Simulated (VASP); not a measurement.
# BP (F-43m) in VASP: further runs, part 2 of 2

VASP 6.6.1. Earlier steps stand in the parts before.

### Step 4. Band structure, PBE

Input file INCAR:

```
SYSTEM = BP
PREC     = Accurate       ! precision mode
ENCUT    = 450            ! plane-wave cutoff, eV
EDIFF    = 1E-6           ! SCF threshold, eV
ISMEAR   = 0              ! smearing method
SIGMA    = 0.02           ! smearing width, eV
LREAL    = .False.        ! projectors in reciprocal space
LASPH    = .True.         ! aspherical terms in the spheres
NELM     = 120            ! most SCF steps
ALGO     = Normal         ! electronic algorithm
ISIF     = 2              ! what is computed and relaxed
LWAVE    = .False.        ! write WAVECAR
LCHARG   = .False.        ! write CHGCAR
GGA      = PE             ! functional
NBANDS   = 11             ! bands
KPAR     = 2
```

Input file KPOINTS:

```
Automatic mesh
0
Gamma
  14 14 14
  0 0 0
```

Input file POSCAR:

```
BP                                      
1.0
    0.0000000000      2.2731283021      2.2731283021
    2.2731283021      0.0000000000      2.2731283021
    2.2731283021      2.2731283021      0.0000000000
  B               P             
     1     1
Direct
     0.0000000000000000    0.0000000000000000    0.0000000000000000
     0.7500000000000000    0.7500000000000000    0.7500000000000000
```

Input file KPOINTS_OPT:

```
path GXWKGLUWLK,UX
10
line-mode
reciprocal
 0.0000000000  0.0000000000  0.0000000000  G
 0.5000000000  0.0000000000  0.5000000000  X

 0.5000000000  0.0000000000  0.5000000000  X
 0.5000000000  0.2500000000  0.7500000000  W

 0.5000000000  0.2500000000  0.7500000000  W
 0.3750000000  0.3750000000  0.7500000000  K

 0.3750000000  0.3750000000  0.7500000000  K
 0.0000000000  0.0000000000  0.0000000000  G

 0.0000000000  0.0000000000  0.0000000000  G
 0.5000000000  0.5000000000  0.5000000000  L

 0.5000000000  0.5000000000  0.5000000000  L
 0.6250000000  0.2500000000  0.6250000000  U

 0.6250000000  0.2500000000  0.6250000000  U
 0.5000000000  0.2500000000  0.7500000000  W

 0.5000000000  0.2500000000  0.7500000000  W
 0.5000000000  0.5000000000  0.5000000000  L

 0.5000000000  0.5000000000  0.5000000000  L
 0.3750000000  0.3750000000  0.7500000000  K

 0.6250000000  0.2500000000  0.6250000000  U
 0.5000000000  0.0000000000  0.5000000000  X
```

Potentials or basis: VASP PAW PBE potentials, release 64 (B, P).

Command:

```bash
> cat potpaw_PBE.64/B/POTCAR potpaw_PBE.64/P/POTCAR > POTCAR
> mpirun -np 2 vasp_std > vasp.out
```

OUTCAR:

```text
SYSTEM = BP
   PREC = Accurate
   ENCUT = 450
   EDIFF = 1E-6
   ISMEAR = 0
   LREAL = .False.
   LASPH = .True.
   NELM = 120
   ISIF = 2
   GGA = PE

 ion  position               nearest neighbor table
   1  0.000  0.000  0.000-   2 1.97   2 1.97   2 1.97   2 1.97
   2  0.750  0.750  0.750-   1 1.97   1 1.97   1 1.97   1 1.97

  LATTYP: Found a face centered cubic cell.
 ALAT       =     4.5462566042

  Lattice vectors:

 A1 = (   0.0000000000,   2.2731283021,   2.2731283021)
 A2 = (   2.2731283021,   0.0000000000,   2.2731283021)
 A3 = (   2.2731283021,   2.2731283021,   0.0000000000)

Analysis of symmetry for initial positions (statically):
=====================================================================
 Subroutine PRICEL returns:
 Original cell was already a primitive cell.

 Routine SETGRP: Setting up the symmetry group for a
 face centered cubic supercell.

 Subroutine GETGRP returns: Found 24 space group operations
 (whereof 24 operations were pure point group operations)
 out of a pool of 48 trial point group operations.

The static configuration has the point symmetry T_d .

Analysis of symmetry for dynamics (positions and initial velocities):
[... 173 lines left out ...]
      4       7.3686      2.00000
      5      10.7613      0.00000
      6      10.7613      0.00000
      7      10.7613      0.00000
      8      14.6599      0.00000
      9      18.8447      0.00000
     10      19.4819      0.00000
     11      19.4819      0.00000
[... 309 lines left out ...]
 k-point    24 :       0.2857    0.1429    0.0000
  band No.  band energies     occupation
      1      -6.7236      2.00000
      2       2.9175      2.00000
      3       5.1808      2.00000
      4       5.4402      2.00000
      5      10.3885      0.00000
      6      13.3519      0.00000
      7      13.8154      0.00000
      8      14.0782      0.00000
      9      19.1325      0.00000
     10      20.2624      0.00000
     11      21.6358      0.00000

 [... further k-points ...]

------------------------ aborting loop because EDIFF is reached ----------------------------------------

  FORCE on cell =-STRESS in cart. coord.  units (eV):
  Direction    XX          YY          ZZ          XY          YZ          ZX
  --------------------------------------------------------------------------------------
  -------------------------------------------------------------------------------------
  Total        0.0044827      0.0044827      0.0044827     -0.0000000      0.0000000     -0.0000000
  in kB        0.3057380      0.3057380      0.3057380     -0.0000000      0.0000000     -0.0000000
  external PRESSURE =       0.3057380 kB  Pullay stress =       0.0000000 kB

 VOLUME and BASIS-vectors are now :
 -----------------------------------------------------------------------------
  energy-cutoff  :      450.00
  volume of cell :       23.49
      direct lattice vectors                 reciprocal lattice vectors
     0.000000000  2.273128302  2.273128302    -0.219961187  0.219961187  0.219961187
     2.273128302  0.000000000  2.273128302     0.219961187 -0.219961187  0.219961187
     2.273128302  2.273128302  0.000000000     0.219961187  0.219961187 -0.219961187

 POSITION                                       TOTAL-FORCE (eV/Angst)
 -----------------------------------------------------------------------------------
      0.00000      0.00000      0.00000         0.000000      0.000000      0.000000
      3.40969      3.40969      3.40969        -0.000000     -0.000000     -0.000000
 -----------------------------------------------------------------------------------
    total drift:                               -0.000000     -0.000000     -0.000000

  FREE ENERGIE OF THE ION-ELECTRON SYSTEM (eV)
  ---------------------------------------------------
  free  energy   TOTEN  =       -12.9306371543 eV

  energy  without entropy=      -12.9306371543  energy(sigma->0) =      -12.93063715
```

OSZICAR:

```text
N       E                     dE             d eps       ncg     rms          rms(c)
DAV:   1     0.706199322534E+01    0.70620E+01   -0.36887E+03  2288   0.586E+02
DAV:   2    -0.130902531561E+02   -0.20152E+02   -0.19312E+02  3113   0.103E+02
DAV:   3    -0.136243602322E+02   -0.53411E+00   -0.53288E+00  2883   0.145E+01
DAV:   4    -0.136263836649E+02   -0.20234E-02   -0.20233E-02  2614   0.107E+00
DAV:   5    -0.136263943596E+02   -0.10695E-04   -0.10695E-04  2878   0.744E-02    0.715E+00
DAV:   6    -0.130269400696E+02    0.59945E+00   -0.13744E+00  2579   0.503E+00    0.386E+00
DAV:   7    -0.129378622987E+02    0.89078E-01   -0.22720E-01  2854   0.237E+00    0.132E+00
DAV:   8    -0.129301041268E+02    0.77582E-02   -0.26287E-02  2667   0.915E-01    0.192E-01
DAV:   9    -0.129304280770E+02   -0.32395E-03   -0.71039E-04  2677   0.179E-01    0.122E-01
DAV:  10    -0.129306253776E+02   -0.19730E-03   -0.24872E-04  2580   0.985E-02    0.280E-02
DAV:  11    -0.129306361759E+02   -0.10798E-04   -0.11575E-05  2911   0.224E-02    0.331E-02
DAV:  12    -0.129306371543E+02   -0.97840E-06   -0.45132E-06  2582   0.104E-02
   1 F= -.12930637E+02 E0= -.12930637E+02  d E =-.857414E-40
       N       E                     dE             ncg
DAV:   1     0.274061504474E+04   -0.25161E+05     2224
DAV:   2     0.739883410544E+03   -0.20007E+04     3018
DAV:   3     0.688953316686E+03   -0.50930E+02     2793
DAV:   4     0.688757102400E+03   -0.19621E+00     2569
DAV:   5     0.688756127269E+03   -0.97513E-03     2788
DAV:   6     0.688756121296E+03   -0.59726E-05     2600
DAV:   7     0.688756121254E+03   -0.42884E-07     2527
```

stdout:

```text
POSCAR found type information on POSCAR B P
 POSCAR found :  2 types and       2 ions
 scaLAPACK will be used
 LDA part: xc-table for (Slater+PW92), standard interpolation
 POSCAR, INCAR and KPOINTS ok, starting setup
 FFT: planning ... GRIDC
 FFT: planning ... GRID_SOFT
 FFT: planning ... GRID
 WAVECAR not read
 entering main loop
 Start KPOINTS_OPT (optional k-point list driver)
k-point batch [1-100\100]
```

It took 11 s on 2 MPI ranks of AMD EPYC 9R45 (Zen 5), shared host; peak memory 0.12 GiB.

Results:

```yaml
Free_energy: -12.9306 eV
Pressure: 0.0 GPa
Band_gap_on_the_k_mesh: 1.25 eV, indirect (least direct gap 3.39 eV)
Band_gap_along_the_path: 1.26 eV, indirect (least direct gap 3.39 eV)
```

Levels at the corners of the path, in eV from the valence-band top:
```tsv
point	band 1	band 2	band 3	band 4	band 5	band 6	band 7	band 8	band 9
Γ	-15.41	0.00	0.00	0.00	3.39	3.39	3.39	7.29	11.48
X	-10.59	-8.55	-4.09	-4.09	1.34	1.66	12.07	12.07	15.17
X	-10.59	-8.55	-4.09	-4.09	1.34	1.66	12.07	12.07	15.17
W	-10.32	-8.04	-5.64	-5.44	5.34	6.76	7.21	7.43	12.80
W	-10.32	-8.04	-5.64	-5.44	5.34	6.76	7.21	7.43	12.80
K	-10.59	-8.14	-6.19	-3.49	2.15	5.99	9.70	10.58	11.59
K	-10.59	-8.14	-6.19	-3.49	2.15	5.99	9.70	10.58	11.59
Γ	-15.41	0.00	0.00	0.00	3.39	3.39	3.39	7.29	11.48
Γ	-15.41	0.00	0.00	0.00	3.39	3.39	3.39	7.29	11.48
L	-12.11	-8.99	-1.75	-1.75	3.75	4.71	4.71	10.11	14.59
L	-12.11	-8.99	-1.75	-1.75	3.75	4.71	4.71	10.11	14.59
U	-10.59	-8.14	-6.19	-3.49	2.15	5.99	9.70	10.58	11.59
U	-10.59	-8.14	-6.19	-3.49	2.15	5.99	9.70	10.58	11.59
W	-10.32	-8.04	-5.64	-5.44	5.34	6.76	7.21	7.43	12.80
W	-10.32	-8.04	-5.64	-5.44	5.34	6.76	7.21	7.43	12.80
L	-12.11	-8.99	-1.75	-1.75	3.75	4.71	4.71	10.11	14.59
L	-12.11	-8.99	-1.75	-1.75	3.75	4.71	4.71	10.11	14.59
K	-10.59	-8.14	-6.19	-3.49	2.15	5.99	9.70	10.58	11.59
U	-10.59	-8.14	-6.19	-3.49	2.15	5.99	9.70	10.58	11.59
X	-10.59	-8.55	-4.09	-4.09	1.34	1.66	12.07	12.07	15.17
```

### Step 5. Band structure, r2SCAN

INCAR, as its differences from that of step 4:

```diff
@@ -13,3 +13,4 @@
 LCHARG   = .False.        ! write CHGCAR
-GGA      = PE             ! functional
+METAGGA  = R2SCAN         ! meta-GGA
+LMIXTAU  = .True.       
 NBANDS   = 11             ! bands
```

KPOINTS is that of step 4.

POSCAR is that of step 4.

KPOINTS_OPT is that of step 4.

Potentials or basis: VASP PAW PBE potentials, release 64 (B, P).

Command:

```bash
> cat potpaw_PBE.64/B/POTCAR potpaw_PBE.64/P/POTCAR > POTCAR
> mpirun -np 2 vasp_std > vasp.out
```

OUTCAR:

```text
SYSTEM = BP
   PREC = Accurate
   ENCUT = 450
   EDIFF = 1E-6
   ISMEAR = 0
   LREAL = .False.
   LASPH = .True.
   NELM = 120
   ISIF = 2
   METAGGA = R2SCAN

 ion  position               nearest neighbor table
   1  0.000  0.000  0.000-   2 1.97   2 1.97   2 1.97   2 1.97
   2  0.750  0.750  0.750-   1 1.97   1 1.97   1 1.97   1 1.97

  LATTYP: Found a face centered cubic cell.
 ALAT       =     4.5462566042

  Lattice vectors:

 A1 = (   0.0000000000,   2.2731283021,   2.2731283021)
[... 525 lines left out ...]

  FORCE on cell =-STRESS in cart. coord.  units (eV):
  Direction    XX          YY          ZZ          XY          YZ          ZX
  --------------------------------------------------------------------------------------
  -------------------------------------------------------------------------------------
  Total       -0.2194194     -0.2194194     -0.2194194      0.0000000      0.0000000      0.0000000
  in kB      -14.9652456    -14.9652456    -14.9652456      0.0000000      0.0000000      0.0000000
  external PRESSURE =     -14.9652456 kB  Pullay stress =       0.0000000 kB

 VOLUME and BASIS-vectors are now :
 -----------------------------------------------------------------------------
  energy-cutoff  :      450.00
  volume of cell :       23.49
      direct lattice vectors                 reciprocal lattice vectors
     0.000000000  2.273128302  2.273128302    -0.219961187  0.219961187  0.219961187
     2.273128302  0.000000000  2.273128302     0.219961187 -0.219961187  0.219961187
     2.273128302  2.273128302  0.000000000     0.219961187  0.219961187 -0.219961187

 POSITION                                       TOTAL-FORCE (eV/Angst)
 -----------------------------------------------------------------------------------
      0.00000      0.00000      0.00000        -0.000000     -0.000000     -0.000000
      3.40969      3.40969      3.40969         0.000000      0.000000      0.000000
 -----------------------------------------------------------------------------------
    total drift:                               -0.000000     -0.000000     -0.000000

  FREE ENERGIE OF THE ION-ELECTRON SYSTEM (eV)
  ---------------------------------------------------
  free  energy   TOTEN  =       -17.3093994954 eV

  energy  without entropy=      -17.3093994954  energy(sigma->0) =      -17.30939950
```

OSZICAR:

```text
N       E                     dE             d eps       ncg     rms          rms(c)
DAV:   1     0.207192622248E+01    0.20719E+01   -0.38073E+03  2288   0.604E+02
DAV:   2    -0.186186397002E+02   -0.20691E+02   -0.19776E+02  3094   0.106E+02
[... 13 lines left out ...]
DAV:  16    -0.173093994954E+02   -0.81037E-06   -0.53018E-07  2252   0.587E-03
   1 F= -.17309399E+02 E0= -.17309399E+02  d E =-.320306E-46
       N       E                     dE             ncg
DAV:   1     0.251626471571E+04   -0.25385E+05     2224
DAV:   2     0.430435501689E+03   -0.20858E+04     2978
DAV:   3     0.377773444172E+03   -0.52662E+02     2792
DAV:   4     0.377576175079E+03   -0.19727E+00     2564
DAV:   5     0.377575255954E+03   -0.91912E-03     2749
DAV:   6     0.377575250394E+03   -0.55607E-05     2593
DAV:   7     0.377575250355E+03   -0.38333E-07     2487
```

Wall time 51 s (2 MPI ranks of AMD EPYC 9R45 (Zen 5), shared host); peak memory 0.13 GiB.

What came out:

```yaml
Free_energy: -17.3094 eV
Pressure: -1.5 GPa
Band_gap_on_the_k_mesh: 1.46 eV, indirect (least direct gap 3.63 eV)
Band_gap_along_the_path: 1.46 eV, indirect (least direct gap 3.63 eV)
```

Levels at the corners of the path, in eV from the valence-band top:
| point | band 1 | band 2 | band 3 | band 4 | band 5 | band 6 | band 7 | band 8 |
| --- | --- | --- | --- | --- | --- | --- | --- | --- |
| Γ | -16.21 | 0.00 | 0.00 | 0.00 | 3.63 | 3.63 | 3.63 | 7.92 |
| X | -11.08 | -9.10 | -4.32 | -4.32 | 1.55 | 1.91 | 13.01 | 13.01 |
| X | -11.08 | -9.10 | -4.32 | -4.32 | 1.55 | 1.91 | 13.01 | 13.01 |
| W | -10.80 | -8.59 | -5.89 | -5.69 | 5.78 | 7.18 | 7.77 | 7.92 |
| W | -10.80 | -8.59 | -5.89 | -5.69 | 5.78 | 7.18 | 7.77 | 7.92 |
| K | -11.10 | -8.67 | -6.46 | -3.68 | 2.41 | 6.44 | 10.40 | 11.36 |
| K | -11.10 | -8.67 | -6.46 | -3.68 | 2.41 | 6.44 | 10.40 | 11.36 |
| Γ | -16.21 | 0.00 | 0.00 | 0.00 | 3.63 | 3.63 | 3.63 | 7.92 |
| Γ | -16.21 | 0.00 | 0.00 | 0.00 | 3.63 | 3.63 | 3.63 | 7.92 |
| L | -12.74 | -9.46 | -1.86 | -1.86 | 4.10 | 5.03 | 5.03 | 10.90 |
| L | -12.74 | -9.46 | -1.86 | -1.86 | 4.10 | 5.03 | 5.03 | 10.90 |
| U | -11.10 | -8.67 | -6.46 | -3.68 | 2.41 | 6.44 | 10.40 | 11.36 |
| U | -11.10 | -8.67 | -6.46 | -3.68 | 2.41 | 6.44 | 10.40 | 11.36 |
| W | -10.80 | -8.59 | -5.89 | -5.69 | 5.78 | 7.18 | 7.77 | 7.92 |
| W | -10.80 | -8.59 | -5.89 | -5.69 | 5.78 | 7.18 | 7.77 | 7.92 |
| L | -12.74 | -9.46 | -1.86 | -1.86 | 4.10 | 5.03 | 5.03 | 10.90 |
| L | -12.74 | -9.46 | -1.86 | -1.86 | 4.10 | 5.03 | 5.03 | 10.90 |
| K | -11.10 | -8.67 | -6.46 | -3.68 | 2.41 | 6.44 | 10.40 | 11.36 |
| U | -11.10 | -8.67 | -6.46 | -3.68 | 2.41 | 6.44 | 10.40 | 11.36 |
| X | -11.08 | -9.10 | -4.32 | -4.32 | 1.55 | 1.91 | 13.01 | 13.01 |

Caveat: the PAW data sets were made with another functional, which shifts forces and pressure a little. r2SCAN opens gaps a little over a GGA but as a rule still falls short of measured ones.

### Step 6. Band structure, HSE06

POSCAR is that of step 5.

Input file INCAR.step1:

```
SYSTEM = BP
PREC     = Accurate       ! precision mode
ENCUT    = 450            ! plane-wave cutoff, eV
EDIFF    = 1E-5           ! SCF threshold, eV
ISMEAR   = 0              ! smearing method
SIGMA    = 0.02           ! smearing width, eV
LREAL    = .False.        ! projectors in reciprocal space
LASPH    = .True.         ! aspherical terms in the spheres
NELM     = 120            ! most SCF steps
ALGO     = Normal         ! electronic algorithm
ISIF     = 2              ! what is computed and relaxed
LWAVE    = .True.         ! write WAVECAR
LCHARG   = .False.        ! write CHGCAR
NBANDS   = 11             ! bands
KPAR     = 2            
GGA      = PE             ! functional
```

Input file INCAR.step2:

```
SYSTEM = BP
PREC     = Accurate       ! precision mode
ENCUT    = 450            ! plane-wave cutoff, eV
EDIFF    = 1E-6           ! SCF threshold, eV
ISMEAR   = 0              ! smearing method
SIGMA    = 0.02           ! smearing width, eV
LREAL    = .False.        ! projectors in reciprocal space
LASPH    = .True.         ! aspherical terms in the spheres
NELM     = 120            ! most SCF steps
ALGO     = Normal         ! electronic algorithm
ISIF     = 2              ! what is computed and relaxed
LWAVE    = .False.        ! write WAVECAR
LCHARG   = .False.        ! write CHGCAR
GGA      = PE             ! functional
LHFCALC  = .True.         ! exact exchange
HFSCREEN = 0.2            ! screening, 1/A
PRECFOCK = Fast         
NBANDS   = 11             ! bands
KPAR     = 2            
ISTART   = 1
```

Input file KPOINTS:

```
Automatic mesh
0
Gamma
  10 10 10
  0 0 0
```

KPOINTS_OPT, as its differences from that of step 5:

```diff
@@ -1,3 +1,3 @@
 path GXWKGLUWLK,UX
-10
+8
 line-mode
```

Potentials or basis: VASP PAW PBE potentials, release 64 (B, P).

Command:

```bash
> cat potpaw_PBE.64/B/POTCAR potpaw_PBE.64/P/POTCAR > POTCAR
> cp INCAR.step1 INCAR
> mpirun -np 2 vasp_std > vasp.out
> cp INCAR.step2 INCAR
> mpirun -np 2 vasp_std > vasp.out
```

It took 31 min on 2 MPI ranks of AMD EPYC 9R45 (Zen 5), shared host; peak memory 0.29 GiB.

It converged, with:

| Property | Result |
| --- | --- |
| Free energy | -14.8692 eV |
| Pressure | -3.1 GPa |
| Band gap on the k mesh | 1.99 eV, indirect (least direct gap 4.34 eV) |
| Band gap along the path | 1.99 eV, indirect (least direct gap 4.34 eV) |

Levels at the corners of the path, in eV from the valence-band top:
| point | band 1 | band 2 | band 3 | band 4 | band 5 | band 6 | band 7 | band 8 | band 9 |
| --- | --- | --- | --- | --- | --- | --- | --- | --- | --- |
| Γ | -17.05 | 0.00 | 0.00 | 0.00 | 4.34 | 4.34 | 4.34 | 8.61 | 12.57 |
| X | -11.69 | -9.55 | -4.51 | -4.51 | 2.08 | 2.43 | 13.80 | 13.80 | 16.91 |
| X | -11.69 | -9.55 | -4.51 | -4.51 | 2.08 | 2.43 | 13.80 | 13.80 | 16.91 |
| W | -11.39 | -9.00 | -6.16 | -5.95 | 6.36 | 7.78 | 8.52 | 8.71 | 14.46 |
| W | -11.39 | -9.00 | -6.16 | -5.95 | 6.36 | 7.78 | 8.52 | 8.71 | 14.46 |
| K | -11.71 | -9.09 | -6.77 | -3.83 | 2.95 | 7.07 | 11.21 | 12.13 | 13.07 |
| K | -11.71 | -9.09 | -6.77 | -3.83 | 2.95 | 7.07 | 11.21 | 12.13 | 13.07 |
| Γ | -17.05 | 0.00 | 0.00 | 0.00 | 4.34 | 4.34 | 4.34 | 8.61 | 12.57 |
| Γ | -17.05 | 0.00 | 0.00 | 0.00 | 4.34 | 4.34 | 4.34 | 8.61 | 12.57 |
| L | -13.41 | -9.97 | -1.93 | -1.93 | 4.72 | 5.73 | 5.73 | 11.36 | 16.18 |
| L | -13.41 | -9.97 | -1.93 | -1.93 | 4.72 | 5.73 | 5.73 | 11.36 | 16.18 |
| U | -11.71 | -9.09 | -6.77 | -3.83 | 2.95 | 7.07 | 11.21 | 12.13 | 13.07 |
| U | -11.71 | -9.09 | -6.77 | -3.83 | 2.95 | 7.07 | 11.21 | 12.13 | 13.07 |
| W | -11.39 | -9.00 | -6.16 | -5.95 | 6.36 | 7.78 | 8.52 | 8.71 | 14.46 |
| W | -11.39 | -9.00 | -6.16 | -5.95 | 6.36 | 7.78 | 8.52 | 8.71 | 14.46 |
| L | -13.41 | -9.97 | -1.93 | -1.93 | 4.72 | 5.73 | 5.73 | 11.36 | 16.18 |
| L | -13.41 | -9.97 | -1.93 | -1.93 | 4.72 | 5.73 | 5.73 | 11.36 | 16.18 |
| K | -11.71 | -9.09 | -6.77 | -3.83 | 2.95 | 7.07 | 11.21 | 12.13 | 13.07 |
| U | -11.71 | -9.09 | -6.77 | -3.83 | 2.95 | 7.07 | 11.21 | 12.13 | 13.07 |
| X | -11.69 | -9.55 | -4.51 | -4.51 | 2.08 | 2.43 | 13.80 | 13.80 | 16.91 |

Caveat: the PAW data sets were made with another functional, which shifts forces and pressure a little.

### Step 7. Overview

| task | level | potentials or basis | k mesh | grid for exact exchange (PRECFOCK) | screening parameter | gap on the mesh (eV) | pressure (GPa) |
| --- | --- | --- | --- | --- | --- | --- | --- |
| dielectric tensor | PBE | VASP PAW PBE potentials, release 64 (B, P) | 13 × 13 × 13 | - | - | 1.26 | - |
| band structure | LDA | VASP PAW LDA potentials, release 64 (B, P) | 14 × 14 × 14 | - | - | 1.20 | -6.1 |
| band structure | PBE | VASP PAW PBE potentials, release 64 (B, P) | 14 × 14 × 14 | - | - | 1.25 | 0.0 |
| band structure | r2SCAN | VASP PAW PBE potentials, release 64 (B, P) | 14 × 14 × 14 | - | - | 1.46 | -1.5 |
| band structure | HSE06 | VASP PAW PBE potentials, release 64 (B, P) | 10 × 10 × 10 | Fast | 0.2 1/A | 1.99 | -3.1 |

Alike in all rows: no spin polarisation; cell as given; cutoff (eV) 450; smearing gaussian 0.02 eV.

Caveats: the PAW data sets were made with another functional, which shifts forces and pressure a little (some runs); an odd mesh through Γ misses points on the zone boundary, where band edges often lie (some runs).

Absolute energies hang on the potentials; compare differences alone.
